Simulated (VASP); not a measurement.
**A VASP 6.6.1 single-point calculation on Si3Sn**

INCAR

```
PREC = Accurate
NSW = 0
GGA = PE
EDIFF = 1E-7
ISMEAR = 0
LCHARG = .FALSE.
NBANDS = 21
SIGMA = 0.2
ENCUT = 520
LREAL = .FALSE.
IBRION = -1
LWAVE = .FALSE.
LASPH = .TRUE.
NELM = 58
ISIF = 2
```

KPOINTS

```
KPOINTS created by Atomic Simulation Environment
0
Gamma
6 6 4
0 0 0
```

POSCAR

```
Si Sn
 1.0000000000000000
     4.0376389099000001    0.0000000000000000    0.0000000000000000
     0.0000000000000000    4.0376389099000001    0.0000000000000000
     0.0000000000000000    0.0000000000000000    5.5974318108999999
 Si  Sn
   3   1
Cartesian
  2.0188194549500000  0.0000000000000000  4.3393885207007772
  2.0188194549500000  2.0188194549500000  0.0000000000000000
 -0.0000000000000000  2.0188194549500000  1.2580432901992233
 -0.0000000000000000  0.0000000000000000  2.7987159054499995
```

The recommended PBE PAW datasets give the neutral cell 26 valence electrons.

Command

```
mpirun -np 1 vasp_std
```

Q: How does this run end, and what does it give?

A: It converged. Results: gap between bands v and c on the k mesh 0.29 eV; least direct gap on the k mesh 0.41 eV; pressure 3.5 GPa; largest force 0.10 eV/Å. Band v is the last that the valence electrons fill when counted band by band, and c is the next.

OSZICAR

```
N       E                     dE             d eps       ncg     rms          rms(c)
DAV:   1     0.165750294211E+03    0.16575E+03   -0.12028E+04  1280   0.134E+03
DAV:   2    -0.210575583853E+01   -0.16786E+03   -0.16092E+03  1275   0.346E+02
DAV:   3    -0.193467340285E+02   -0.17241E+02   -0.16955E+02  1563   0.957E+01
DAV:   4    -0.198868729243E+02   -0.54014E+00   -0.53908E+00  1550   0.175E+01
DAV:   5    -0.199020694742E+02   -0.15197E-01   -0.15195E-01  1708   0.314E+00    0.632E+00
DAV:   6    -0.196341203568E+02    0.26795E+00   -0.22905E-01  1716   0.356E+00    0.381E+00
DAV:   7    -0.195418101813E+02    0.92310E-01   -0.26533E-01  1453   0.275E+00    0.494E-01
DAV:   8    -0.195425897419E+02   -0.77956E-03   -0.25827E-02  1561   0.124E+00    0.193E-01
DAV:   9    -0.195434499393E+02   -0.86020E-03   -0.25065E-03  1488   0.259E-01    0.854E-02
DAV:  10    -0.195435990007E+02   -0.14906E-03   -0.16539E-04  1762   0.870E-02    0.499E-02
DAV:  11    -0.195436971062E+02   -0.98105E-04   -0.14054E-04  1380   0.706E-02    0.117E-02
DAV:  12    -0.195436970729E+02    0.33342E-07   -0.44823E-06  1585   0.178E-02    0.383E-03
DAV:  13    -0.195436981937E+02   -0.11209E-05   -0.25011E-06  1400   0.883E-03    0.265E-03
DAV:  14    -0.195436981073E+02    0.86473E-07   -0.52901E-08  1216   0.168E-03
   1 F= -.19543698E+02 E0= -.19542218E+02  d E =-.296112E-02
```

For comparison, a separate PBE run of the intended cell, on usual settings and not on those above, gives a gap of 0.29 eV on its mesh and a pressure of 3.5 GPa.
